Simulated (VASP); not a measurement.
Method: PBE GGA, VASP's PBE PAW potentials (set 64) (plane waves; VASP).

The input files of a VASP run:

POSCAR:
```
Br
17.4417440
  0.1284403670  -0.1912270929   0.0000000000
  0.1284403670   0.1912270929   0.0000000000
  0.0000000000   0.0000000000   0.5000000000
Br
4
direct
  0.8610000000   0.8610000000   0.8890000000
  0.6390000000   0.6390000000   0.3890000000
  0.3610000000   0.3610000000   0.6110000000
  0.1390000000   0.1390000000   0.1110000000
```

INCAR:
```
# general
SYSTEM   =  Br
PREC     =  Accurate
ENCUT    =  300
LREAL    =  .FALSE.
LASPH    =  .TRUE.

# electronic loop
EDIFF    =  1E-6
NELM     =  100
ALGO     =  Normal
LMAXMIX  =  4

# smearing
ISMEAR   =  -1
SIGMA    =  0.01

# functional
GGA      =  PE

# ions
ISIF     =  2

# output
LWAVE    =  .FALSE.
LCHARG   =  .FALSE.
```

### KPOINTS
```
Automatic mesh
0
gamma
  5 5 2
0 0 0
```

POTCAR, in this order: Br (PBE.64 set). Program: vasp_std.

The run wrote:

File OUTCAR:
```
 ion  position               nearest neighbor table
   1  0.861  0.861  0.889-   4 2.30
   2  0.639  0.639  0.389-   3 2.30
   3  0.361  0.361  0.611-   2 2.30
   4  0.139  0.139  0.111-   1 2.30
  LATTYP: Found a base centered orthorhombic cell.
 ALAT       =     4.4804480000
 B/A-ratio  =     1.4888395089
 C/A-ratio  =     1.9464285714
 Subroutine PRICEL returns:
 Original cell was already a primitive cell.
 Subroutine GETGRP returns: Found  8 space group operations
The static configuration has the point symmetry C_2h.
 The point group associated with its full space group is D_2h.
The dynamic configuration has the point symmetry C_2h.
 Subroutine INISYM returns: Found  8 space group operations
 Subroutine IBZKPT returns following result:
 Found     18 irreducible k-points:

 Following reciprocal coordinates:
            Coordinates               Weight
  0.000000  0.000000  0.000000      1.000000
  0.200000  0.000000  0.000000      4.000000
  0.400000 -0.000000  0.000000      4.000000
  0.200000  0.200000  0.000000      2.000000
...
```

**OSZICAR**
```
       N       E                     dE             d eps       ncg     rms          rms(c)
DAV:   1     0.144014494274E+03    0.14401E+03   -0.86981E+03   648   0.830E+02
DAV:   2     0.239557172309E+01   -0.14162E+03   -0.13911E+03   964   0.185E+02
DAV:   3    -0.669968267204E+01   -0.90953E+01   -0.90746E+01   742   0.564E+01
DAV:   4    -0.678151396633E+01   -0.81831E-01   -0.81793E-01   832   0.628E+00
DAV:   5    -0.678201404052E+01   -0.50007E-03   -0.49994E-03   712   0.490E-01    0.110E+01
DAV:   6    -0.648784506772E+01    0.29417E+00   -0.21551E-01   708   0.285E+00    0.726E+00
DAV:   7    -0.639025955969E+01    0.97586E-01   -0.48360E-01   680   0.421E+00    0.611E-01
DAV:   8    -0.638086661753E+01    0.93929E-02   -0.56868E-02   686   0.149E+00    0.323E-01
DAV:   9    -0.638094225571E+01   -0.75638E-04   -0.10494E-03   744   0.226E-01    0.880E-02
DAV:  10    -0.638103494165E+01   -0.92686E-04   -0.13501E-04   824   0.804E-02    0.752E-02
DAV:  11    -0.638103654238E+01   -0.16007E-05   -0.31440E-05   700   0.343E-02    0.955E-03
DAV:  12    -0.638103708138E+01   -0.53900E-06   -0.41531E-06   706   0.127E-02
   1 F= -.63810371E+01 E0= -.63810371E+01  d E =-.579406E-11
```

File OUTCAR:
```
------------------------ aborting loop because EDIFF is reached ----------------------------------------
  FORCE on cell =-STRESS in cart. coord.  units (eV):
  Direction    XX          YY          ZZ          XY          YZ          ZX
  --------------------------------------------------------------------------------------
  Total        1.1603878      1.2787096      2.2155382      0.0000000      0.0000000      0.0000000
  in kB       14.2656983     15.7203363     27.2376187      0.0000000      0.0000000      0.0000000
  external PRESSURE =      19.0745511 kB  Pullay stress =       0.0000000 kB
  volume of cell :      130.32
      direct lattice vectors                 reciprocal lattice vectors
     2.240224000 -3.335334000  0.000000000     0.223191967 -0.149910024  0.000000000
     2.240224000  3.335334000  0.000000000     0.223191967  0.149910024  0.000000000
     0.000000000  0.000000000  8.720872000     0.000000000  0.000000000  0.114667432
 POSITION                                       TOTAL-FORCE (eV/Angst)
 -----------------------------------------------------------------------------------
      3.85767      0.00000      7.75286        -0.325963      0.000000     -0.670168
      2.86301      0.00000      3.39242         0.325963      0.000000     -0.670168
      1.61744      0.00000      5.32845        -0.325963      0.000000      0.670168
      0.62278      0.00000      0.96802         0.325963      0.000000      0.670168
 -----------------------------------------------------------------------------------
    total drift:                               -0.000000     -0.000000      0.000000
  FREE ENERGIE OF THE ION-ELECTRON SYSTEM (eV)
  ---------------------------------------------------
  free  energy   TOTEN  =        -6.3810370814 eV

  energy  without entropy=       -6.3810370814  energy(sigma->0) =       -6.38103708
```
(Selected blocks of OUTCAR.)

### OUTCAR
```
 val. band max:       -0.0638102876   @ k =   0.0000   0.0000   0.0000

 cond. band min:       1.7328007392   @ k =   0.0000   0.0000   0.0000


 Fermi energy:         0.1577550757

 k-point     1 :       0.0000    0.0000    0.0000
  band No.  band energies     occupation
      1     -15.9895      2.00000
      2     -15.6223      2.00000
      3     -13.2718      2.00000
      4     -12.4989      2.00000
      5      -5.0381      2.00000
      6      -3.8818      2.00000
      7      -2.1265      2.00000
      8      -2.1215      2.00000
      9      -1.6579      2.00000
     10      -1.5774      2.00000
     11      -1.0482      2.00000
     12      -0.4753      2.00000
     13      -0.0815      2.00000
     14      -0.0638      2.00000
     15       1.7328      0.00000
     16       2.5776      0.00000
     17       6.0411      0.00000
     18       6.6701      0.00000

 k-point     2 :       0.2000    0.0000    0.0000
  band No.  band energies     occupation
      1     -15.8942      2.00000
      2     -15.5898      2.00000
      3     -13.1996      2.00000
      4     -12.5805      2.00000
      5      -5.0378      2.00000
      6      -4.1009      2.00000
      7      -2.6417      2.00000
      8      -2.5156      2.00000
      9      -1.8824      2.00000
     10      -1.8142      2.00000
     11      -0.6971      2.00000
     12      -0.3802      2.00000
     13      -0.2312      2.00000
     14      -0.2019      2.00000
     15       1.8078      0.00000
     16       2.4877      0.00000
     17       6.8885      0.00000
     18       7.2304      0.00000

 k-point     3 :       0.4000   -0.0000    0.0000
  band No.  band energies     occupation
      1     -15.6939      2.00000
      2     -15.5726      2.00000
      3     -13.0182      2.00000
      4     -12.7867      2.00000
      5      -5.0022      2.00000
      6      -4.6582      2.00000
      7      -3.0002      2.00000
      8      -2.9024      2.00000
      9      -2.0354      2.00000
...
```

The structure is a typed Br crystal. The cell was not relaxed at this level.
